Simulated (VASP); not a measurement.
Computed with PBE GGA, VASP's PBE PAW potentials (set 64) (plane waves; VASP).

Input for VASP

File KPOINTS:
```
Automatic mesh
0
Gamma
12 12 6
0 0 0
```

INCAR:
```
ALGO  =  Normal
EDIFF  =  1E-6
ENCUT  =  400
GGA  =  PE
ISIF  =  2
ISMEAR  =  1
LASPH  =  T
LCHARG  =  F
LMAXMIX  =  4
LREAL  =  F
LWAVE  =  F
NELM  =  100
PREC  =  Single
SIGMA  =  0.1
SYSTEM  =  Cd
```

### POSCAR
```
Cd
1
    1.5198000000    -2.6323710000     0.0000000000
    1.5198000000     2.6323710000     0.0000000000
    0.0000000000     0.0000000000     5.7324000000
Cd
2
Direct
  0.3333330000   0.6666670000   0.2500000000
  0.6666670000   0.3333330000   0.7500000000
```

POTCAR, in this order: Cd (PBE.64 set). Program: vasp_std.

Problem. Estimate the energy per atom (σ→0), band gap (on the k-mesh).

Solution. 
| Property | Value |
|---|---|
| energy per atom (σ→0) | -0.745 eV/atom |
| band gap (on the k-mesh) | none (metal, semimetal or under 0.01 eV) |

OSZICAR:
```
...
DAV:   5    -0.157696301692E+01   -0.89788E-05   -0.89790E-05  2896   0.818E-02    0.394E+00
DAV:   6    -0.149288318247E+01    0.84080E-01   -0.25810E-01  2616   0.638E+00    0.322E+00
DAV:   7    -0.148936513008E+01    0.35181E-02   -0.26903E-02  2760   0.164E+00    0.158E+00
DAV:   8    -0.148986635526E+01   -0.50123E-03   -0.31951E-03  2632   0.799E-01    0.872E-02
DAV:   9    -0.148992085360E+01   -0.54498E-04   -0.29647E-05  3128   0.605E-02    0.308E-02
DAV:  10    -0.148995409401E+01   -0.33240E-04   -0.33002E-05  2656   0.665E-02    0.283E-03
DAV:  11    -0.148995448165E+01   -0.38763E-06   -0.22750E-08  1800   0.162E-03
   1 F= -.14899545E+01 E0= -.14901854E+01  d E =0.692815E-03
```

The compound is Cd in the hcp structure. The cell was not relaxed at this level. The run is one of a series of settings (PREC = Single against the base run), some of them coarse on purpose.
